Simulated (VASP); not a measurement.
Data:

```
CELL_PARAMETERS angstrom
      0.00000     3.54402     3.54402
      3.54402     0.00000     3.54402
      3.54402     3.54402     0.00000
ATOMIC_POSITIONS crystal
  Ba 0.00000 0.00000 0.00000
  Te 0.50000 0.50000 0.50000
```

These are PBE GGA, VASP's PBE PAW potentials (set 64) (plane waves; VASP) values and carry that method's errors. Numerical set-up: 400 eV cut-off, Gaussian smearing of 0.050 eV, potentials Ba_sv Te.

Unless said otherwise, spin-orbit coupling is left out, though it shifts the bands of the heavy elements here.

Give the energies of bands 6 to 11 at the high-symmetry points, in eV from the valence-band maximum.

```
band     Γ      X      U      L      W
----  ----  -----  -----  -----  -----
6     0.00  -1.12  -1.22  -2.14  -1.21
7     0.00  -0.38  -1.04  -1.06  -0.92
8     0.00  -0.38  -0.74  -1.06  -0.92
9     2.77   1.60   2.60   4.14   3.50
10    2.95   4.37   4.91   4.66   3.50
11    2.95   4.48   5.05   4.81   4.71
```

The gap is indirect, 1.60 eV, from the valence maximum at Γ to the conduction minimum at X.

The structure was generated: BaTe was put into the rock salt type (Fm-3m), which need not be its known phase. It was relaxed first, which changed the volume by -20 %.
